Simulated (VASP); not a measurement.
Given:

```yaml
crystal:
  lattice:
    - [1.58175, -2.76721, 0.00000]
    - [1.58175, 2.76721, 0.00000]
    - [0.00000, 0.00000, 3.53917]
  atoms:
    - { symbol: Zr, position: [0.00000, 0.00000, 0.00000] }
    - { symbol: B, position: [0.33333, 0.66667, 0.50000] }
    - { symbol: B, position: [0.69562, 0.36228, 0.50000] }
```

Level of theory: PBE GGA, VASP's PBE PAW potentials (set 64) (plane waves; VASP 6.6.1). Run with 520 eV cut-off, 10×10×8 Γ-centred mesh, tetrahedra, potentials Zr_sv B.

**Question.** What does the run give for the energy per atom (σ→0), largest force, band gap (on the k-mesh) with the smallest direct gap where there is one?

**Answer.** 
* **band gap (on the k-mesh)**: none (metal, semimetal or under 0.01 eV)
* **energy per atom (σ→0)**: -8.298 eV/atom
* **largest force**: 1.367 eV/Å

The compound is ZrB2 in the AlB2 type structure. The cell was not relaxed at this level, atoms are displaced from their ideal sites. The run is one of a series of settings (ISMEAR = -4, SIGMA removed against the base run), some of them coarse on purpose.
